## Functional and cell size in titanium nitride

How large a cell of titanium nitride comes out of a calculation depends on the density functional, the approximate rule that turns the electron density into exchange and correlation energy. Four functionals are known here, and two results, LDA and PBE, are to be predicted. All runs start from the same rocksalt cell and let it relax.

VASP 6.6.1, plane-wave PAW DFT without spin polarisation, spin–orbit coupling or dispersion correction, for rocksalt TiN with the two-atom primitive cell and its atoms relaxed. The cutoff is 600 eV, the k-point mesh 16 × 16 × 16 and the Methfessel–Paxton smearing 0.2 eV wide. Volume changes are relative to the starting cell, and a is the primitive-cell edge.

| functional | potentials | volume change (%) | relaxed length a (Å) |
| --- | --- | --- | --- |
| LDA | VASP-PAW-LDA-potentials,-recommended | ? | ? |
| PBE | VASP-PAW-PBE-potentials,-recommended | ? | ? |
| PBEsol | VASP-PAW-PBE-potentials,-recommended | -2.400 | 2.974 |
| RPBE | VASP-PAW-PBE-potentials,-recommended | 2.600 | 3.024 |
| r2SCAN | VASP-PAW-PBE-potentials,-recommended | 0.000 | 2.998 |
| SCAN | VASP-PAW-PBE-potentials,-recommended | -0.230 | 2.996 |

The cell stays cubic, so the three relaxed lengths and the volume change carry one result per row. The lengths are edges of the two-atom primitive cell; multiplied by $\sqrt{2}$ they give the usual cubic edge, 4.24 Å at the start. PBEsol shrinks this cell and RPBE expands it, and their volume changes lie 5.0 percentage points apart.

SCAN and r2SCAN almost keep the starting volume. The r2SCAN run stopped at its first geometry, so its zero could be a failure to move. Its leftover pressure is only 0.04 GPa, however, against a stiffness of roughly 290 GPa estimated from the energy that PBEsol gains on relaxing. The missing expansion is then about 0.01 %, and the zero is a real result. The small gap between SCAN and r2SCAN is not interpreted, because the SCAN run ends at a slightly higher energy than a cell it had tried on the way.

### Why a gradient term moves the atoms apart

LDA treats each point of the crystal as part of a uniform electron gas. PBE, PBEsol and RPBE are gradient-corrected functionals (GGAs): they also ask how quickly the density $n$ varies. The measure is the reduced gradient $s=|\nabla n|/(2k_F n)$, where $k_F$ is the Fermi wavenumber of a uniform gas of that density. When the cell opens, the density between the atoms thins out and, on the whole, $s$ rises there.

In these GGAs, exchange energy becomes more negative as $s$ grows, which rewards an open cell. The gradient term in correlation works the other way and cancels part of the reward. What remains acts like an outward pressure, which the stiffness of the crystal turns into a change of volume. This chain is argued from the form of the functionals; the table shows only its end result.

The exchange gain is set by an enhancement factor, for PBE and PBEsol

$$F_x(s)=1+\kappa-\frac{\kappa}{1+\mu s^2/\kappa}.$$

Both use $\kappa\approx0.80$, but $\mu$ is about 0.22 in PBE and 0.12 in PBEsol, so exchange in PBEsol rewards uneven density less. The coefficient of its gradient term in correlation is lowered too, but by a smaller factor. RPBE keeps the $\mu$ of PBE but lets $F_x$ climb faster at moderate $s$, around 1.

### Two predictions

The outward push $P$ is taken as the rise, from $s=0.6$ to $s=1.0$, of

$$G(s)=F_x(s)-1-\frac{H(s)}{|e_x|},$$

where $H$ is the gradient term of correlation and $e_x$ the exchange energy per electron of the uniform gas. Both are evaluated at the mean density of the nine valence electrons, four from titanium and five from nitrogen. This gives $P=0.0206$ for PBEsol, 0.0516 for PBE and 0.0679 for RPBE. For LDA the push is zero by construction.

The volume change is assumed to be linear in $P$, and the line is drawn through PBEsol and RPBE. Two points always fit a line, so the model has not been tested yet. For LDA it gives

$$-2.4+5.0\times\frac{0-0.0206}{0.0679-0.0206}\approx-4.6\ \%.$$

The same step for PBE gives $+0.9\ \%$. The forecast had already been set at $+0.8\ \%$, and it is kept at that value.

The weak point is the range of $s$, which is a physical guess. Moving it down to 0.2–0.6 or up to 1.0–1.4 changes the answers, and half the resulting spread serves as the error bar. The forecasts are:

- **LDA:** the smallest cell, below PBEsol, with a volume change of $-4.6\pm1.8\ \%$.
- **PBE:** a cell between r2SCAN and RPBE, close to r2SCAN, with a volume change of $+0.8\pm0.8\ \%$.

A competing picture keeps the exchange gradient and drops the one in correlation. Drawn through the same two rows, it puts PBE at $+1.0\ \%$, hardly different, but LDA at $-8.7\ \%$. The LDA row can therefore tell the two pictures apart.

### The computed values

The withheld rows as computed:

| functional | potentials | volume change (%) | relaxed length a (Å) |
| --- | --- | --- | --- |
| LDA | VASP-PAW-LDA-potentials,-recommended | -4.480 | 2.953 |
| PBE | VASP-PAW-PBE-potentials,-recommended | 0.600 | 3.004 |

Both results fall inside their ranges and in the predicted places. The LDA forecast is too low by 0.1 percentage points and the PBE forecast too high by 0.2. LDA is the harder test, because it lies outside the two rows that fixed the line. PBE was bound to fall between PBEsol and RPBE in this model, since its push does.

The exchange-only picture misses LDA by about 4 points. Within this simple model, the cancellation between exchange and correlation is thus needed to get the distance from LDA to the GGAs right. PBEsol shows why: in the model, correlation takes back much of its exchange reward, which would explain why it lies only 2.1 points above LDA.

The close agreement should not be read as the accuracy of the model. With the lower range of $s$, LDA would have been placed level with PBEsol; with the higher one, at $-5.9\ \%$. Nor would moving the range up or down remove both misses, because LDA asks for smaller $s$ and PBE for larger. One density and one range of $s$ stand in for a whole crystal, and that is probably too coarse for the last few tenths of a percent.

The LDA row also differs in a second respect. It uses potentials made for LDA, while the other rows use potentials made for PBE. The step from LDA to PBEsol therefore contains a change of potential as well as of functional, and the table can't separate them. The case against the exchange-only picture assumes that the potentials matter much less than its miss of about 4 points, which is expected but not tested here.

From small to large, the cells run LDA, PBEsol, the SCAN pair, PBE, RPBE. This is not the order of sophistication: SCAN and r2SCAN, which also use the kinetic-energy density, sit in the middle, and the model does not cover them. Nor is it a ranking of accuracy, since the table has no measured edge and the calculations leave out thermal and zero-point expansion.

For practical work the size of the spread matters most. The cubic edge runs from 4.176 Å with LDA to 4.277 Å with RPBE, a difference of 2.4 % of the smaller value. A cell relaxed with one functional and then used with another can therefore carry a strain that comes only from the change of functional, or of the potentials that go with it. When a strain in TiN is to be calculated, the unstrained reference cell should be relaxed with the same functional and the same potentials.
